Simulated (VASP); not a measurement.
Here is the system:

```
CELL_PARAMETERS angstrom
      2.07936    -3.60156     0.00000
      2.07936     3.60156     0.00000
      0.00000     0.00000     6.51336
ATOMIC_POSITIONS crystal
  Mg 0.00000 0.00000 0.00000
  Mg 0.33333 0.66667 0.62882
  Mg 0.66667 0.33333 0.37118
  Sb 0.33333 0.66667 0.21343
  Sb 0.66667 0.33333 0.78657
```

All values below come from LDA (Ceperley-Alder, Perdew-Zunger), VASP's LDA PAW potentials (set 64) (plane waves; VASP). Numerical set-up: 500 eV cut-off, 9×9×5 Γ-centred mesh, first-order Methfessel-Paxton smearing of 0.10 eV, potentials Mg Sb.

Energy and stress use the plane-wave basis of the starting cell.

Q: The ions, cell shape and volume at an external pressure of 30.0 GPa are relaxed. What does this cell relax into?

A: 
```
CELL_PARAMETERS angstrom
      2.03034    -3.51666     0.00000
      2.03034     3.51666     0.00000
      0.00000     0.00000     6.35683
ATOMIC_POSITIONS crystal
  Mg 0.00000 0.00000 0.00000
  Mg 0.33333 0.66667 0.62748
  Mg 0.66667 0.33333 0.37252
  Sb 0.33333 0.66667 0.21097
  Sb 0.66667 0.33333 0.78903
```
Space group P-3m1 (164), at a tolerance of 0.03 Å.

Q: How do energy and volume change from the first to the last step?

A: The energy (σ→0) changes by +209.6 meV/atom and the volume by -7.0 %, in 10 ionic steps.

The compound is Mg3Sb2 in the a-la2o3 structure. This run relaxes it under an external pressure of 30 GPa. Symmetry was kept, so distortions that lower it aren't found.
